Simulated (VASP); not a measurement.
```xyz
4
Lattice="3.8363 0.0000 0.0000 0.0000 3.8363 0.0000 0.0000 0.0000 3.8363" Properties=species:S:1:pos:R:3 pbc="T T T"
Sc     0.0000     0.0000     0.0000
Al     0.0000     1.9181     1.9181
Al     1.9181     0.0000     1.9181
Al     1.9181     1.9181     0.0000
```

These are LDA (Ceperley-Alder, Perdew-Zunger), VASP's LDA PAW potentials (set 64) (plane waves; VASP) values and carry that method's errors. Run with 500 eV cut-off, 8×8×8 Γ-centred mesh, first-order Methfessel-Paxton smearing of 0.10 eV, potentials Sc_sv Al.

Q: Estimate the energy per atom (σ→0), pressure, band gap (on the k-mesh) with the smallest direct gap where there is one.

A: 
```json
{
  "band gap (on the k-mesh)": "none (metal, semimetal or under 0.01 eV)",
  "energy per atom (σ→0)": "-5.196 eV/atom",
  "pressure": "19.84 GPa"
}
```

The absolute energy has meaning only against runs of the same code, potentials and settings.

The compound is Al3Sc in the L1_2 structure. It was relaxed first under an external pressure of 20 GPa.
